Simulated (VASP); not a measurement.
**SnO$_{2}$ (space group Pnnm): computed properties**

All values below come from r2SCAN meta-GGA, VASP's PBE PAW potentials (set 64) (plane waves; VASP).

```
Property                                                                                              Value
---------------------------------------------  ------------------------------------------------------------
space group                                                                                       Pnnm (58)
cell                                           a = 4.7613 Å, b = 4.7706 Å, c = 3.2083 Å, α = β = γ = 90.00°
volume per atom                                                                              12.15 Å^3/atom
band gap (over mesh and band path)                                                                  1.73 eV
smallest direct gap (over mesh and band path)                                                       1.73 eV
band-edge character                                                                          direct, Γ to Γ
density                                                                                          6.87 g/cm³
```

SnO$_{2}$ is taken in the orthorhombic space group Pnnm (No. 58), Pearson symbol oP6. Conventional cell: a = 4.761 Å, b = 4.771 Å, c = 3.208 Å, α = β = γ = 90.00°. Sn on 2a is coordinated by 6 O at 2.062–2.070 Å (octahedral). O on 4g is surrounded by 3 Sn at 2.062–2.070 Å (trigonal planar). (Neighbours: up to the widest gap in distance over summed covalent radii, below 1.35, at either atom; cation-cation and far metal-metal contacts left out.)

Unless said otherwise, spin-orbit coupling is left out, though it shifts the bands of the heavy elements here.

The structure comes from a computed database's SnO2 entry (Pnnm); how it stands against other phases isn't given here. It was relaxed first. Symmetry was kept, so distortions that lower it aren't found.
